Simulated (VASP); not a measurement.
Consider the following.

```yaml
crystal:
  lattice:
    - [-1.59356, 1.59356, 1.59356]
    - [1.59356, -1.59356, 1.59356]
    - [1.59356, 1.59356, -1.59356]
  atoms:
    - { symbol: W, position: [0.00000, 0.00000, 0.00000] }
```

These are PBE GGA, VASP's PBE PAW potentials (set 64) (plane waves; VASP) values and carry that method's errors. Settings: 480 eV cut-off, 14×14×14 Γ-centred mesh, first-order Methfessel-Paxton smearing of 0.10 eV, potentials W_sv.

Unless said otherwise, spin-orbit coupling is left out, though it shifts the bands of the heavy elements here.

Problem. Predict the energy per atom (σ→0), band gap (on the k-mesh) with the smallest direct gap where there is one.

Solution. 
```yaml
band gap (on the k-mesh): none (metal, semimetal or under 0.01 eV)
energy per atom (σ→0): -12.947 eV/atom
```

The compound is W in the bcc structure. It was relaxed first.
